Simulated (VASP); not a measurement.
Output of a VASP run:

OSZICAR:
```
       N       E                     dE             d eps       ncg     rms          rms(c)
DAV:   1     0.954350516687E+02    0.95435E+02   -0.69083E+03    28   0.865E+02
DAV:   2    -0.127236589793E+02   -0.10816E+03   -0.10609E+03    34   0.302E+02
DAV:   3    -0.161294041929E+02   -0.34057E+01   -0.33822E+01    40   0.488E+01
DAV:   4    -0.162151183568E+02   -0.85714E-01   -0.85706E-01    28   0.973E+00
DAV:   5    -0.162213109727E+02   -0.61926E-02   -0.61926E-02    48   0.266E+00    0.954E+00
DAV:   6    -0.146520950034E+02    0.15692E+01   -0.56147E+00    42   0.261E+01    0.343E+00
DAV:   7    -0.145532723306E+02    0.98823E-01   -0.42937E-01    42   0.593E+00    0.150E+00
DAV:   8    -0.145465568415E+02    0.67155E-02   -0.82830E-02    42   0.317E+00    0.452E-01
DAV:   9    -0.145462680824E+02    0.28876E-03   -0.41531E-02    42   0.201E+00    0.256E-01
DAV:  10    -0.145456260287E+02    0.64205E-03   -0.29129E-03    42   0.599E-01    0.143E-01
DAV:  11    -0.145456151580E+02    0.10871E-04   -0.38340E-05    36   0.508E-02    0.924E-02
DAV:  12    -0.145455814513E+02    0.33707E-04   -0.37925E-04    42   0.191E-01    0.848E-03
DAV:  13    -0.145455823134E+02   -0.86207E-06   -0.17563E-06    28   0.128E-02
   1 F= -.14545582E+02 E0= -.14545582E+02  d E =-.590526E-14
```

OUTCAR:
```
------------------------ aborting loop because EDIFF is reached ----------------------------------------
  FORCE on cell =-STRESS in cart. coord.  units (eV):
  Direction    XX          YY          ZZ          XY          YZ          ZX
  --------------------------------------------------------------------------------------
  Total        4.1481535      4.2325199      4.0203898     -0.1400408     -0.1074477      0.0092357
  in kB       96.4303695     98.3915995     93.4602997     -3.2554681     -2.4977918      0.2146984
  external PRESSURE =      96.0940896 kB  Pullay stress =       0.0000000 kB
  volume of cell :       68.92
      direct lattice vectors                 reciprocal lattice vectors
     4.100000000  0.000000000  0.000000000     0.243902439  0.000000000  0.000000000
     0.000000000  4.100000000  0.000000000     0.000000000  0.243902439  0.000000000
     0.000000000  0.000000000  4.100000000     0.000000000  0.000000000  0.243902439
 POSITION                                       TOTAL-FORCE (eV/Angst)
 -----------------------------------------------------------------------------------
      0.02974      4.07480      4.07278        -0.336171      0.301348      0.317951
      0.01590      1.99371      2.08663         0.039551      0.336688     -0.495397
      2.00818      0.06026      1.99071         0.329573     -0.253971      0.400644
      2.04618      2.07124      0.04988        -0.032953     -0.384065     -0.223198
 -----------------------------------------------------------------------------------
    total drift:                                0.000455     -0.000735     -0.000560
  FREE ENERGIE OF THE ION-ELECTRON SYSTEM (eV)
  ---------------------------------------------------
  free  energy   TOTEN  =       -14.5455823134 eV

  energy  without entropy=      -14.5455823134  energy(sigma->0) =      -14.54558231
```
(Selected blocks of OUTCAR.)

### POSCAR
```
Al3Sc
1
    4.1000000000     0.0000000000     0.0000000000
    0.0000000000     4.1000000000     0.0000000000
    0.0000000000     0.0000000000     4.1000000000
Sc Al
1 3
Direct
  0.0072530000  -0.0061470000  -0.0066380000
  0.0038780000   0.4862700000   0.5089330000
  0.4898000000   0.0146970000   0.4855380000
  0.4990690000   0.5051800000   0.0121670000
```

**Question.** Reconstruct the remaining input files.

**Answer.** This is not unique; one that fits is the input of the run itself, PBE GGA, plane waves, VASP's PBE PAW potentials (set 64).

**KPOINTS**
```
Automatic mesh
0
Gamma
1 1 1
0 0 0
```

INCAR:
```
# general
SYSTEM  = Al3Sc
PREC    = Accurate
ENCUT   = 300
LREAL   = .FALSE.
LASPH   = .TRUE.

# electronic loop
EDIFF   = 1E-6
NELM    = 100
ALGO    = Normal
LMAXMIX = 4

# smearing
ISMEAR  = 0
SIGMA   = 0.1

# functional
GGA     = PE

# ions
ISIF    = 2

# output
LWAVE   = .FALSE.
LCHARG  = .FALSE.
```

POTCAR, in this order: Sc_sv Al (PBE.64 set). Program: vasp_std.

At this cut-off the stress carries a Pulay error, which pulls relaxed volumes low.

The structure is a typed Al3Sc crystal. The cell was not relaxed at this level, atoms are displaced from their ideal sites. The k-mesh is coarse (spacing up to 1.53 per Å, 2π included), so the numbers may not be converged in it. The run is one of a series of settings (KPOINTS 1×1×1 Γ-centred mesh against the base run), some of them coarse on purpose.
